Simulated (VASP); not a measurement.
Crystal: ZrTi7N8.

```
CELL_PARAMETERS angstrom
-4.28325 -4.28325 0.00000
0.00000 -4.28325 4.28325
-4.28325 0.00000 4.28325
ATOMIC_POSITIONS crystal
Zr 0.50000 0.00000 0.00000
Ti 0.00000 0.00000 0.00000
Ti 0.50000 0.50000 0.00000
Ti 0.00000 0.50000 0.00000
Ti 0.50000 0.00000 0.50000
Ti 0.00000 0.00000 0.50000
Ti 0.50000 0.50000 0.50000
Ti 0.00000 0.50000 0.50000
N 0.75000 0.25000 0.25000
N 0.25000 0.25000 0.25000
N 0.75000 0.75000 0.25000
N 0.25000 0.75000 0.25000
N 0.75000 0.25000 0.75000
N 0.25000 0.25000 0.75000
N 0.75000 0.75000 0.75000
N 0.25000 0.75000 0.75000
```

The cell was built by a generator and needn't be a form met in nature.

| Item | Value |
| --- | --- |
| Program | VASP 6.6.1 |
| Task | relaxation of cell and atoms |
| Functional | PBEsol |
| Potentials or basis | VASP PAW PBE potentials, release 64 (Zr_sv, Ti_sv, N) |
| Cutoff | 600 eV |
| k mesh | 8 × 8 × 8 |
| Occupations | methfessel-paxton, width 0.1 eV |
| Spin | no spin polarisation |

At the start: pressure -4.2 GPa; volume 9.82 Å³/atom.

Question: How do energy, volume and symmetry change on relaxing?

Answer: Over 5 steps the energy falls by 14.5 meV/atom and the volume is 9.64 Å³/atom (-1.8 %); space group Fm-3m (No. 225, to 0.05 Å).

Step by step:
```
step  energy change (eV)  largest force (eV/Å)  pressure (GPa)  volume (Å³)
   1              0.0000                1.1679           -4.25       157.16
   2             -0.1782                0.0163            5.84       151.32
   3             -0.2064                0.3214            2.93       152.85
   4             -0.2126                0.2640           -2.49       155.57
   5             -0.2316                0.0017           -0.03       154.29
```

Final structure:
```
CELL_PARAMETERS angstrom
-4.25700 -4.25700 0.00000
0.00000 -4.25700 4.25700
-4.25700 0.00000 4.25700
ATOMIC_POSITIONS crystal
Zr 0.50000 0.00000 0.00000
Ti 0.00000 0.00000 0.00000
Ti 0.50000 0.50000 0.00000
Ti 0.00000 0.50000 0.00000
Ti 0.50000 0.00000 0.50000
Ti 0.00000 0.00000 0.50000
Ti 0.50000 0.50000 0.50000
Ti 0.00000 0.50000 0.50000
N 0.75000 0.25000 0.25000
N 0.24367 0.25633 0.25633
N 0.75633 0.74367 0.25633
N 0.24367 0.74367 0.25633
N 0.75633 0.25633 0.74367
N 0.24367 0.25633 0.74367
N 0.75633 0.74367 0.74367
N 0.25000 0.75000 0.75000
```

Caveat: the PAW data sets were made with another functional, which shifts forces and pressure a little.
